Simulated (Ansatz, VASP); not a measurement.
Given: the input of a run of Ansatz 0.2.0 on Mg6TiSb.

File input.yaml:

```yaml
crystal:
  lattice:
    - [5.051157, 0.0, 0.0]
    - [0.0, 3.2003705, 5.3689495]
    - [0.0, -3.2003705, 5.3689495]
  atoms:
    - { symbol: Sb, position: [0.0, 0.325716, 0.325716] }
    - { symbol: Ti, position: [0.5, 0.168909, 0.168909] }
    - { symbol: Mg, position: [0.0, 0.833425, 0.833425] }
    - { symbol: Mg, position: [0.0, 0.331797, 0.836551] }
    - { symbol: Mg, position: [0.0, 0.836551, 0.331797] }
    - { symbol: Mg, position: [0.5, 0.66497, 0.66497] }
    - { symbol: Mg, position: [0.5, 0.162812, 0.67582] }
    - { symbol: Mg, position: [0.5, 0.67582, 0.162812] }
hamiltonian:
  xc: pbe
  pseudopotentials: { kind: paw }
kpoints:
  mp_grid: { grid: [5, 5, 5] }
scf:
  occupations: { method: fermi_dirac, width: 0.05 }
output:
  forces: true
  stress: true
  eigenvalues: true
```

Potentials or basis: Ansatz PAW.

Launch:

```bash
$ ansatz run input.yaml --threads 4 --pin off --max-ram 10240MiB --backend cpu --events-out ev --progress --plain --runs-dir out
```

Translate it to VASP 6.6.1. Potentials there: VASP PAW PBE potentials, release 64 (Sb, Ti_sv, Mg).

As run (the cutoff follows the program's own potentials):

File INCAR:

```
SYSTEM = Mg6TiSb
PREC = Accurate
ENCUT = 520
EDIFF = 1E-7
ISMEAR = -1
SIGMA = 0.05
LREAL = .False.
LASPH = .True.
NELM = 80
ALGO = Normal
ISIF = 2
LWAVE = .False.
LCHARG = .False.
GGA = PE
NBANDS = 24
```

KPOINTS

```
Automatic mesh
0
Gamma
  5 5 5
  0 0 0
```

Contents of POSCAR:

```
Mg6TiSb
1.0
    5.0511570000      0.0000000000      0.0000000000
    0.0000000000      3.2003705000      5.3689495000
    0.0000000000     -3.2003705000      5.3689495000
Sb Ti Mg
1 1 6
Direct
    0.0000000000      0.3257160000      0.3257160000
    0.5000000000      0.1689090000      0.1689090000
    0.0000000000      0.8334250000      0.8334250000
    0.0000000000      0.3317970000      0.8365510000
    0.0000000000      0.8365510000      0.3317970000
    0.5000000000      0.6649700000      0.6649700000
    0.5000000000      0.1628120000      0.6758200000
    0.5000000000      0.6758200000      0.1628120000
```

Potentials or basis: VASP PAW PBE potentials, release 64 (Sb, Ti_sv, Mg).

Run with:

```sh
$ cat potpaw_PBE.64/Sb/POTCAR potpaw_PBE.64/Ti_sv/POTCAR potpaw_PBE.64/Mg/POTCAR > POTCAR
$ mpirun -np 1 vasp_std > vasp.out
```

Both were run:

|  | VASP | Ansatz | Ansatz less VASP |
| --- | --- | --- | --- |
| gap on the k mesh at the Fermi level (eV) | none | none | - |
| pressure (GPa) | -0.1 | 0.0 | +0.07 |
| largest component of the traceless stress (GPa) | 0.41 | 0.41 | +0.002 |
| rms of the force components (eV/Å) | 0.030 | 0.030 | +0.0002 |

Atom by atom the forces differ by 0.002 eV/Å (rms over components). A gap of «none» marks a metal or a gap that the smearing closes. The functional is the same, so the differences come from potentials, cutoffs and numerics. The two sets of potentials don't hold the same shells in valence.

Spin-orbit coupling is left out, which matters for the levels of Sb.
